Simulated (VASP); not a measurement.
Consider the following.

```
CELL_PARAMETERS angstrom
      0.00000     3.02793     3.02793
      3.02793     0.00000     3.02793
      3.02793     3.02793     0.00000
ATOMIC_POSITIONS crystal
  Al 0.25000 0.25000 0.25000
  Al 0.75000 0.75000 0.75000
  Pt 0.00000 0.00000 0.00000
```

The numbers are results of vdW-DF2, VASP's PBE PAW potentials (set 64) (plane waves; VASP 6.6.1), not measurements. Numerical set-up: 520 eV cut-off, 9×9×9 Γ-centred mesh, first-order Methfessel-Paxton smearing of 0.10 eV, potentials Al Pt.

Question: Give the energy at these volumes per atom, relative to the lowest: 17.44, 18.00, 18.56, 19.11, 19.67 Å³.

Answer: 23.0, 4.9, 0.0, 6.2, 21.6 meV/atom. A third-order Birch-Murnaghan fit gives B0 = 107 GPa and B0′ = 4.9.

The compound is PtAl2 in the fluorite structure. It was relaxed first, which changed the volume by +8 %.
